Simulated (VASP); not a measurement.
ZnAu:

```
Zn Au
1.0
     3.14700    0.00000    0.00000
     0.00000    3.14700    0.00000
     0.00000    0.00000    3.14700
Zn Au
1 1
Direct
  0.50000 0.50000 0.50000
  0.00000 0.00000 0.00000
```

```yaml
Program: VASP 6.6.1
Task: relaxation of cell and atoms
Functional: PBE
Potentials_or_basis: VASP PAW PBE potentials, release 64 (Zn, Au)
Cutoff: 600 eV
k_mesh: 9 × 9 × 9
Occupations: fermi-dirac, width 0.15 eV
Spin: no spin polarisation
```

At the start: pressure 5.3 GPa; volume 15.58 Å³/atom.

How do energy, volume and symmetry change on relaxing?

Over 3 steps the energy falls by 10.2 meV/atom and the volume is 16.23 Å³/atom (+4.2 %); space group Pm-3m (No. 221, to 0.05 Å).

Step by step:
```
step  energy change (eV)  largest force (eV/Å)  pressure (GPa)  volume (Å³)
   1              0.0000                0.0000            5.33        31.17
   2             -0.0079                0.0000           -3.54        33.57
   3             -0.0204                0.0000            0.06        32.46
```

Final structure:
```yaml
crystal:
  lattice:
    - [3.19006, 0.00000, 0.00000]
    - [0.00000, 3.19006, 0.00000]
    - [0.00000, 0.00000, 3.19006]
  atoms:
    - { symbol: Zn, position: [0.50000, 0.50000, 0.50000] }
    - { symbol: Au, position: [0.00000, 0.00000, 0.00000] }
```
